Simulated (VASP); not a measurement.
# AsC3N3 (C2) in VASP: single point with PBE

Aim: the single point of AsC3N3 with PBE.

All numbers are computed with VASP 6.6.1; they aren't measurements. Logs are shortened: lines on timing, memory, paths and dates and some standing lists are left out, and cuts for length are marked.

## (1) The structure

The structure is monoclinic, space group C2 (No. 5). Conventional cell: a = 9.299 Å, b = 6.982 Å, c = 9.025 Å, α = 90.00°, β = 101.20°, γ = 90.00°. As (site symmetry 1) has 3 C at 1.85 to 1.98 Å as nearest neighbours. C (site symmetry 1) has 1 N at 1.21 Å as nearest neighbours. C (site symmetry 1) has 1 N at 1.15 Å as nearest neighbours. C (site symmetry 1) is surrounded by 1 N at 1.15 Å. N (site symmetry 1) has 1 C at 1.15 Å as nearest neighbours. N (site symmetry 1) is surrounded by 1 C at 1.15 Å. N (site symmetry 1) has 1 C at 1.21 Å as nearest neighbours.

## (2) Single point, PBE

INCAR reads:

```
SYSTEM = AsC3N3
PREC = Accurate
ENCUT = 520
EDIFF = 1E-6
ISMEAR = -1
SIGMA = 0.1
LREAL = .FALSE.
LASPH = .TRUE.
NELM = 100
ALGO = Fast
ISIF = 2
LWAVE = .FALSE.
LCHARG = .FALSE.
GGA = PE
NBANDS = 45
```

KPOINTS reads:

```
regular mesh
0
G
  5 5 3
  0 0 0
```

POSCAR reads:

```
AsC3N3
1.0
    4.6493000000      3.4907690000      0.0000000000
    4.6493000000     -3.4907690000      0.0000000000
    1.7530440000      0.0000000000     -8.8535210000
As C N
2 6 6
Direct
    0.2904000000      0.2904000000      0.7384000000
    0.7096000000      0.7096000000      0.2616000000
    0.4390000000      0.0190000000      0.6380000000
    0.9810000000      0.5610000000      0.3620000000
    0.9900000000      0.2360000000      0.7450000000
    0.7640000000      0.0100000000      0.2550000000
    0.3480000000      0.0780000000      0.9300000000
    0.9220000000      0.6520000000      0.0700000000
    0.3790000000      0.9870000000      0.0510000000
    0.0130000000      0.6210000000      0.9490000000
    0.7950000000      0.2210000000      0.7550000000
    0.7790000000      0.2050000000      0.2450000000
    0.5150000000      0.8610000000      0.5570000000
    0.1390000000      0.4850000000      0.4430000000
```

Potentials or basis: VASP PAW PBE potentials, release 64 (As, C, N).

Launch:

```console
$ cat potpaw_PBE.64/As/POTCAR potpaw_PBE.64/C/POTCAR potpaw_PBE.64/N/POTCAR > POTCAR
$ mpirun -np 1 vasp_std > vasp.out
```

OUTCAR:

```text
SYSTEM = AsC3N3
   PREC = Accurate
   ENCUT = 520
   EDIFF = 1E-6
   ISMEAR = -1
   LREAL = .FALSE.
   LASPH = .TRUE.
   NELM = 100
   ISIF = 2
   GGA = PE

 ion  position               nearest neighbor table
   1  0.290  0.290  0.738-   5 1.85   3 1.87   7 1.98
   2  0.710  0.710  0.262-   6 1.85   4 1.87   8 1.98
   3  0.439  0.019  0.638-  13 1.21   1 1.87
   4  0.981  0.561  0.362-  14 1.21   2 1.87
   5  0.990  0.236  0.745-  11 1.15   1 1.85
   6  0.764  0.010  0.255-  12 1.15   2 1.85
   7  0.348  0.078  0.930-   9 1.15   1 1.98
   8  0.922  0.652  0.070-  10 1.15   2 1.98
   9  0.379  0.987  0.051-   7 1.15
  10  0.013  0.621  0.949-   8 1.15
  11  0.795  0.221  0.755-   5 1.15
  12  0.779  0.205  0.245-   6 1.15
  13  0.515  0.861  0.557-   3 1.21
  14  0.139  0.485  0.443-   4 1.21

  LATTYP: Found a base centered monoclinic cell.
 ALAT       =     9.2986000000
 B/A-ratio  =     0.7508160368
 C/A-ratio  =     0.9706201398
 COS(beta)  =    -0.1942343123

  Lattice vectors:

 A1 = (  -4.6493000000,  -3.4907690000,   0.0000000000)
 A2 = (  -4.6493000000,   3.4907690000,   0.0000000000)
 A3 = (   1.7530440000,   0.0000000000,  -8.8535210000)

Analysis of symmetry for initial positions (statically):
=====================================================================
 Subroutine PRICEL returns:
 Original cell was already a primitive cell.

 Routine SETGRP: Setting up the symmetry group for a
 base centered monoclinic supercell.

 Subroutine GETGRP returns: Found  2 space group operations
 (whereof  2 operations were pure point group operations)
 out of a pool of  4 trial point group operations.

The static configuration has the point symmetry C_2 .

Analysis of symmetry for dynamics (positions and initial velocities):
=====================================================================
 Subroutine PRICEL returns:
 Original cell was already a primitive cell.

 Routine SETGRP: Setting up the symmetry group for a
 base centered monoclinic supercell.

 Subroutine GETGRP returns: Found  2 space group operations
 (whereof  2 operations were pure point group operations)
 out of a pool of  4 trial point group operations.

The dynamic configuration has the point symmetry C_2 .

 Subroutine INISYM returns: Found  2 space group operations
 (whereof  2 operations are pure point group operations),
 and found     1 'primitive' translations

----------------------------------------------------------------------------------------

                                     Primitive cell

  volume of cell :     287.3788

  direct lattice vectors                    reciprocal lattice vectors
     4.649300000  3.490769000  0.000000000     0.107543071  0.143234915  0.021294097
     4.649300000 -3.490769000  0.000000000     0.107543071 -0.143234915  0.021294097
     1.753044000  0.000000000 -8.853521000     0.000000000  0.000000000 -0.112949413

  length of vectors
     5.813902192  5.813902192  9.025408432     0.180375141  0.180375141  0.112949413

  position of ions in fractional coordinates (direct lattice)
     0.290400000  0.290400000  0.738400000
     0.709600000  0.709600000  0.261600000
     0.439000000  0.019000000  0.638000000
     0.981000000  0.561000000  0.362000000
     0.990000000  0.236000000  0.745000000
     0.764000000  0.010000000  0.255000000
     0.348000000  0.078000000  0.930000000
     0.922000000  0.652000000  0.070000000
     0.379000000  0.987000000  0.051000000
     0.013000000  0.621000000  0.949000000
     0.795000000  0.221000000  0.755000000
     0.779000000  0.205000000  0.245000000
     0.515000000  0.861000000  0.557000000
     0.139000000  0.485000000  0.443000000

  ion indices of the primitive-cell ions
   primitive index   ion index
                 1           1
                 2           2
                 3           3
                 4           4
                 5           5
                 6           6
                 7           7
                 8           8
                 9           9
                10          10
                11          11
                12          12
                13          13
                14          14

----------------------------------------------------------------------------------------

 KPOINTS: regular mesh

Automatic generation of k-mesh.
 Grid dimensions read from file:
 generate k-points for:    5    5    3

 Generating k-lattice:

  Cartesian coordinates                     Fractional coordinates (reciprocal lattice)
     0.021508614  0.028646983  0.004258819     0.200000000  0.000000000  0.000000000
     0.021508614 -0.028646983  0.004258819     0.000000000  0.200000000  0.000000000
     0.000000000  0.000000000 -0.037649804     0.000000000  0.000000000  0.333333333

  Length of vectors
     0.036075028  0.036075028  0.037649804

  Shift w.r.t. Gamma in fractional coordinates (k-lattice)
     0.000000000  0.000000000  0.000000000

 Subroutine IBZKPT returns following result:
 ===========================================

 Found     24 irreducible k-points:

 Following reciprocal coordinates:
            Coordinates               Weight
  0.000000  0.000000  0.000000      1.000000
  0.200000  0.000000 -0.000000      4.000000
  0.400000  0.000000 -0.000000      4.000000
  0.200000  0.200000 -0.000000      2.000000
  0.400000  0.200000 -0.000000      4.000000
 -0.400000  0.200000  0.000000      4.000000
[... 16 lines left out ...]
 -0.200000 -0.400000  0.333333      4.000000
 -0.200000 -0.200000  0.333333      2.000000
   k-points           NKPTS =     24   k-points in BZ     NKDIM =     24   number of bands    NBANDS=     45
   number of dos      NEDOS =    301   number of ions     NIONS =     14
   total plane-waves  NPLWV = 161280
   dimension x,y,z NGX =    48 NGY =   48 NGZ =   70
   dimension x,y,z NGXF=    96 NGYF=   96 NGZF=  140
   ions per type =               2   6   6
   NGX,Y,Z   is equivalent  to a cutoff of  13.73, 13.73, 12.89 a.u.
   NGXF,Y,Z  is equivalent  to a cutoff of  27.45, 27.45, 25.79 a.u.
 SYSTEM =  AsC3N3
   PREC   = accura    normal or accurate (medium, high low for compatibility)
   ISTART =      0    job   : 0-new  1-cont  2-samecut
   ICHARG =      2    charge: 1-file 2-atom 10-const
   ISPIN  =      1    spin polarized calculation?
   LNONCOLLINEAR =      F non collinear calculations
   LSORBIT =      F    spin-orbit coupling
   LASPH  =      T    aspherical Exc in radial PAW
   ENCUT  =  520.0 eV  38.22 Ry    6.18 a.u.  10.81 10.81 16.78*2*pi/ulx,y,z
   NELM   =    100;   NELMIN=  2; NELMDL= -5     # of ELM steps
   EDIFF  = 0.1E-05   stopping-criterion for ELM
   LREAL  =      F    real-space projection
   EDIFFG = 0.1E-04   stopping-criterion for IOM
   NSW    =      0    number of steps for IOM
   IBRION =     -1    ionic relax: 0-MD 1-quasi-New 2-CG
   NFREE  =      0    steps in history (QN), initial steepest desc. (CG)
   ISIF   =      2    stress and relaxation
   ISYM   =      2    0-nonsym 1-usesym 2-fastsym
   POTIM  = 0.5000    time-step for ionic-motion
   TEBEG  =    0.0;   TEEND  =   0.0 temperature during run
   PSTRESS=    0.0 pullay stress
   NELECT =      64.0000    total number of electrons
   NUPDOWN=      -1.0000    fix difference up-down
   EMIN   =  10.00;   EMAX   =-10.00  energy-range for DOS
   EFERMI =   0.00;   METHOD = LEGACY
   ISMEAR =    -1;   SIGMA  =   0.10  broadening in eV -4-tet -1-fermi 0-gaus
   EFERMI_NEDOS =   21; number of points for ismear=-14 and -15
   IALGO  =     68    algorithm
   IMIX   =      4    mixing-type and parameters
     AMIX     =   0.40;   BMIX     =  1.00
     AMIX_MAG =   1.60;   BMIX_MAG =  1.00
  volume/ion in A,a.u.               =      20.53       138.52
  Fermi-wavevector in a.u.,A,eV,Ry     =   0.992316  1.875205 13.397531  0.984691
  Thomas-Fermi vector in A             =   2.124119
   LORBIT       =      0    0 simple, 1 ext, 2 COOP (PROOUT), +10 PAW based schemes
   GGA     = PE    functional components
   LHFCALC =     F    Hartree Fock is set to
   AEXX    =    0.0000 exact exchange contribution
   IVDW    =     0    specifies the selected vdW correction
   LEPSILON=     F    determine dielectric tensor
   LRPA    =     F    only Hartree local field effects (RPA)
 non-spin polarized calculation
 RMM-DIIS sequential band-by-band and
  energy-cutoff  :      520.00
  volume of cell :      287.38
 maximum number of plane-waves:      7759
 NGX is ok and might be reduce to    48
   NGX = 21   NGY = 21   NGZ = 33

 number of electron      64.0000000 magnetization

 Free energy of the ion-electron system (eV)
  ---------------------------------------------------
  ext. energy  EPLUGINS =         0.00000000
  ---------------------------------------------------
  free energy    TOTEN  =      -104.71224734 eV

  energy without entropy =     -104.71224734  energy(sigma->0) =     -104.71224734

 E-fermi :  -0.8283     XC(G=0):  -7.0624

 val. band max:       -3.0049970881   @ k =   0.0000   0.0000   0.0000
 cond. band min:       1.4160593094   @ k =   0.2000   0.2000  -0.0000
 fundamental gap:      4.4210563975
 Fermi energy:        -0.8283105779

 k-point     1 :       0.0000    0.0000    0.0000
  band No.  band energies     occupation
      1     -18.9774      2.00000
      2     -18.9037      2.00000
      3     -18.6261      2.00000
      4     -18.5434      2.00000
      5     -18.3314      2.00000
      6     -18.2572      2.00000
[... 36 lines left out ...]
     43       3.2770      0.00000
     44       4.6803      0.00000
[... 1039 lines left out ...]
      3     -18.6339      2.00000
      4     -18.5540      2.00000
      5     -18.3324      2.00000
      6     -18.2602      2.00000
[... 36 lines left out ...]
     43       3.9080      0.00000
     44       4.7110      0.00000
 [bands above 44 left out]

------------------------ aborting loop because EDIFF is reached ----------------------------------------

  FORCE on cell =-STRESS in cart. coord.  units (eV):
  Direction    XX          YY          ZZ          XY          YZ          ZX
  --------------------------------------------------------------------------------------
  -------------------------------------------------------------------------------------
  Total        8.6365901      2.6112054      1.3895020      0.0000000      0.0000000      1.8088010
  in kB       48.1502106     14.5578390      7.7466703      0.0000000      0.0000000     10.0843211
  external PRESSURE =      23.4849066 kB  Pullay stress =       0.0000000 kB

 VOLUME and BASIS-vectors are now :
 -----------------------------------------------------------------------------
  energy-cutoff  :      520.00
  volume of cell :      287.38
      direct lattice vectors                 reciprocal lattice vectors
     4.649300000  3.490769000  0.000000000     0.107543071  0.143234915  0.021294097
     4.649300000 -3.490769000  0.000000000     0.107543071 -0.143234915  0.021294097
     1.753044000  0.000000000 -8.853521000     0.000000000  0.000000000 -0.112949413

 POSITION                                       TOTAL-FORCE (eV/Angst)
 -----------------------------------------------------------------------------------
      3.99476      0.00000     -6.53744         2.582802     -0.014458     -0.855449
      7.05688      0.00000     -2.31608        -2.582802     -0.014458      0.855449
      3.24782      1.46612     -5.64855        -2.701231      3.882266      3.536695
      7.80382      1.46612     -3.20497         2.701231      3.882266     -3.536695
      7.00606      2.63204     -6.59587        -0.443745      0.010982     -0.105379
      4.04558      2.63204     -2.25765         0.443745      0.010982      0.105379
      3.61093      0.94251     -8.23377         0.306877     -0.927200      1.123672
      7.44071      0.94251     -0.61975        -0.306877     -0.927200     -1.123672
      6.44035     -2.12239     -0.45153        -0.072899      0.668207     -1.172249
      4.61129     -2.12239     -8.40199         0.072899      0.668207      1.172249
      6.04724      2.00370     -6.68441        -1.501712     -1.037162     -0.045102
      5.00441      2.00370     -2.16911         1.501712     -1.037162      0.045102
      7.37388     -1.20781     -4.93141         1.887750     -2.582636     -2.371960
      3.67776     -1.20781     -3.92211        -1.887750     -2.582636      2.371960
 -----------------------------------------------------------------------------------
    total drift:                               -0.000000     -0.001196     -0.000000

  FREE ENERGIE OF THE ION-ELECTRON SYSTEM (eV)
  ---------------------------------------------------
  free  energy   TOTEN  =      -104.7122473436 eV

  energy  without entropy=     -104.7122473427  energy(sigma->0) =     -104.71224734
```

Run time: 5.6 min. Hardware: 1 thread of Intel Xeon Platinum 8488C (Sapphire Rapids), shared host; peak memory 0.53 GiB.

What came out:

- Free energy: -104.7122 eV
- Pressure: 2.3 GPa
- Largest force: 5.906 eV/Å
- Band gap on the k mesh: 4.42 eV, indirect (least direct gap 4.46 eV)

Forces on the atoms (eV/Å):
```
As   2.583 -0.014 -0.855
As  -2.583 -0.014  0.855
C   -2.701  3.882  3.537
C    2.701  3.882 -3.537
C   -0.444  0.011 -0.105
C    0.444  0.011  0.105
C    0.307 -0.927  1.124
C   -0.307 -0.927 -1.124
N   -0.073  0.668 -1.172
N    0.073  0.668  1.172
N   -1.502 -1.037 -0.045
N    1.502 -1.037  0.045
N    1.888 -2.583 -2.372
N   -1.888 -2.583  2.372
```

Stress tensor (GPa, compression positive):
```
4.82 0.00 1.01
0.00 1.46 0.00
1.01 0.00 0.77
```

Caveat: the standard files for N, O and F lose accuracy on very short bonds; an odd mesh through Γ misses points on the zone boundary, where band edges often lie; forces of over 1 eV/Å show positions far from the minimum, so gaps and moduli don't describe the material at rest.
